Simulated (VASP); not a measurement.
Level of theory: PBEsol GGA, VASP's PBE PAW potentials (set 64) (plane waves; VASP).

Input for VASP

**KPOINTS**
```
kpoints
0
G
 12 12 12
0 0 0
```

### POSCAR
```
TiCo
1
    2.9273115293     0.0000000000    -0.0000000000
    0.0000000000     2.9273115293     0.0000000000
    0.0000000000     0.0000000000     2.9273115293
Ti Co
1 1
Direct
  0.0256207784   0.0000000000   0.0000000000
  0.5000000000   0.5000000000   0.5000000000
```

INCAR:
```
SYSTEM = TiCo
PREC = Accurate
ENCUT = 480
EDIFF = 1E-7
NELM = 100
ALGO = Normal
LREAL = .FALSE.
LASPH = .TRUE.
ISMEAR = 1
SIGMA = 0.1
GGA = PS
LMAXMIX = 4
LWAVE = .FALSE.
LCHARG = .FALSE.
ISIF = 2
```

POTCAR, in this order: Ti_sv Co (PBE.64 set). Program: vasp_std.

The resulting files:

### OSZICAR
```
       N       E                     dE             d eps       ncg     rms          rms(c)
DAV:   1     0.141474564361E+03    0.14147E+03   -0.97246E+03  5488   0.180E+03
DAV:   2    -0.101032946926E+02   -0.15158E+03   -0.14910E+03  5548   0.403E+02
DAV:   3    -0.191352368104E+02   -0.90319E+01   -0.89570E+01  8988   0.105E+02
DAV:   4    -0.193678767338E+02   -0.23264E+00   -0.23018E+00  6540   0.142E+01
DAV:   5    -0.193764495372E+02   -0.85728E-02   -0.85725E-02  8182   0.254E+00    0.149E+01
DAV:   6    -0.179592545230E+02    0.14172E+01   -0.18614E+01  5844   0.658E+01    0.965E+00
DAV:   7    -0.186870820666E+02   -0.72783E+00   -0.27221E+01  8944   0.553E+01    0.185E+01
DAV:   8    -0.168749080781E+02    0.18122E+01   -0.12362E+01  8244   0.357E+01    0.174E+00
DAV:   9    -0.168869838093E+02   -0.12076E-01   -0.39671E-01  8196   0.649E+00    0.187E+00
DAV:  10    -0.168746172497E+02    0.12367E-01   -0.82136E-02  7972   0.368E+00    0.478E-01
DAV:  11    -0.168729982459E+02    0.16190E-02   -0.95255E-03  7470   0.116E+00    0.240E-01
DAV:  12    -0.168726094862E+02    0.38876E-03   -0.19119E-03  8740   0.431E-01    0.490E-02
DAV:  13    -0.168725807243E+02    0.28762E-04   -0.76942E-05  6346   0.941E-02    0.315E-02
DAV:  14    -0.168725734957E+02    0.72286E-05   -0.38180E-05  7938   0.600E-02    0.441E-03
DAV:  15    -0.168725735631E+02   -0.67412E-07   -0.10987E-06  6366   0.131E-02    0.124E-03
DAV:  16    -0.168725736675E+02   -0.10441E-06   -0.59988E-08  3660   0.306E-03    0.572E-04
DAV:  17    -0.168725736676E+02   -0.65029E-10   -0.19053E-08  3026   0.212E-03
   1 F= -.16872574E+02 E0= -.16872036E+02  d E =-.161386E-02
```

OUTCAR:
```
------------------------ aborting loop because EDIFF is reached ----------------------------------------
  FORCE on cell =-STRESS in cart. coord.  units (eV):
  Direction    XX          YY          ZZ          XY          YZ          ZX
  --------------------------------------------------------------------------------------
  Total        0.0982956      0.1377257      0.1377257     -0.0000000      0.0000000      0.0000000
  in kB        6.2782366      8.7966815      8.7966815     -0.0000000      0.0000000      0.0000000
  external PRESSURE =       7.9571999 kB  Pullay stress =       0.0000000 kB
  volume of cell :       25.08
      direct lattice vectors                 reciprocal lattice vectors
     2.927311529  0.000000000  0.000000000     0.341610379  0.000000000  0.000000000
     0.000000000  2.927311529  0.000000000     0.000000000  0.341610379  0.000000000
     0.000000000  0.000000000  2.927311529     0.000000000  0.000000000  0.341610379
 POSITION                                       TOTAL-FORCE (eV/Angst)
 -----------------------------------------------------------------------------------
      0.07500      0.00000      0.00000        -0.382005      0.000000     -0.000000
      1.46366      1.46366      1.46366         0.382005      0.000000      0.000000
 -----------------------------------------------------------------------------------
    total drift:                               -0.000069      0.000000      0.000001
  FREE ENERGIE OF THE ION-ELECTRON SYSTEM (eV)
  ---------------------------------------------------
  free  energy   TOTEN  =       -16.8725736676 eV

  energy  without entropy=      -16.8709598123  energy(sigma->0) =      -16.87203572
```
(Selected blocks of OUTCAR.)

The compound is TiCo in the CsCl type structure. This cell was strained or had an atom moved on purpose. The run is not spin-polarised, so no magnetic state was tried. The electron count is odd and the run is not spin-polarised, which forces a metal.
